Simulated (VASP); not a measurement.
Here is the system:

```yaml
crystal:
  lattice:
    - [0.00000, 3.49087, 3.49087]
    - [3.49087, 0.00000, 3.49087]
    - [3.49087, 3.49087, 0.00000]
  atoms:
    - { symbol: Rb, position: [0.00000, 0.00000, 0.00000] }
    - { symbol: Br, position: [0.50000, 0.50000, 0.50000] }
```

The numbers are results of AM05 GGA, VASP's PBE PAW potentials (set 64) (plane waves; VASP 6.6.1), not measurements. Run with 520 eV cut-off, 6×6×6 Γ-centred mesh, Gaussian smearing of 0.050 eV, potentials Rb_sv Br.

Q: Estimate the energy per atom (σ→0), band gap (on the k-mesh) with the smallest direct gap where there is one.

A: 
The band gap (on the k-mesh) is 4.30 eV and the smallest direct gap (on the k-mesh) is 4.30 eV. The energy per atom (σ→0) is -3.012 eV/atom.

The absolute energy has meaning only against runs of the same code, potentials and settings.

The compound is RbBr in the rock salt structure. It was relaxed first. The start is the result of an earlier pass.
